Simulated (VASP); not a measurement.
Crystal: MoS2.

```
Mo S
1.0
     3.16100    0.00000    0.00000
    -1.58050    2.73751    0.00000
     0.00000    0.00000   12.90975
Mo S
2 4
Direct
  0.33333 0.66667 0.25000
  0.66667 0.33333 0.75000
  0.66667 0.33333 0.37123
  0.66667 0.33333 0.12877
  0.33333 0.66667 0.87123
  0.33333 0.66667 0.62877
```

The cell was built by a generator and needn't be a form met in nature.

Base run:

| Quantity | Value |
| --- | --- |
| Program | VASP 6.6.1 |
| Functional | optB88-vdW |
| Potentials or basis | VASP PAW PBE potentials, release 64 (Mo_sv, S) |
| Cutoff | 520 eV |
| k mesh | 8 × 8 × 2 |
| Occupations | fermi-dirac, width 0.05 eV |
| Spin | no spin polarisation |

Its results: band gap on the k mesh 1.21 eV, indirect (least direct gap 1.98 eV); pressure 2.8 GPa; largest force 0.338 eV/Å.

Problem. The run is repeated on the same cell with these changes: functional from optB88-vdW to rev-vdW-DF2. What comes out?

Solution. Band gap on the k mesh 1.20 eV, indirect (least direct gap 1.99 eV); pressure 0.5 GPa; largest force 0.176 eV/Å.

Caveats: the PAW data sets were made with another functional, which shifts forces and pressure a little.

A k mesh can miss the band edges.

Not every run made on this cell is shown here.
